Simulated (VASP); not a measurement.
Consider the following.

```xyz
3
Lattice="0.0000 2.3227 2.3227 2.3227 0.0000 2.3227 2.3227 2.3227 0.0000" Properties=species:S:1:pos:R:3 pbc="T T T"
Li     1.1614     1.1614     1.1614
Li     3.4841     3.4841     3.4841
O      0.0000     0.0000     0.0000
```

The numbers are results of optB88-vdW, VASP's PBE PAW potentials (set 64) (plane waves; VASP 6.6.1), not measurements. Numerical set-up: 520 eV cut-off, 8×8×8 Γ-centred mesh, Gaussian smearing of 0.050 eV, potentials Li_sv O.

### Question
Predict the energy per atom (σ→0), pressure, band gap (on the k-mesh) with the smallest direct gap where there is one.

### Answer

```json
{
  "band gap (on the k-mesh)": "5.11 eV",
  "smallest direct gap (on the k-mesh)": "5.34 eV",
  "energy per atom (σ→0)": "-3.773 eV/atom",
  "pressure": "-2.31 GPa"
}
```

The absolute energy has meaning only against runs of the same code, potentials and settings.

The compound is Li2O in the antifluorite structure. This cell is one point of a volume scan, at 1.03 of the reference volume.
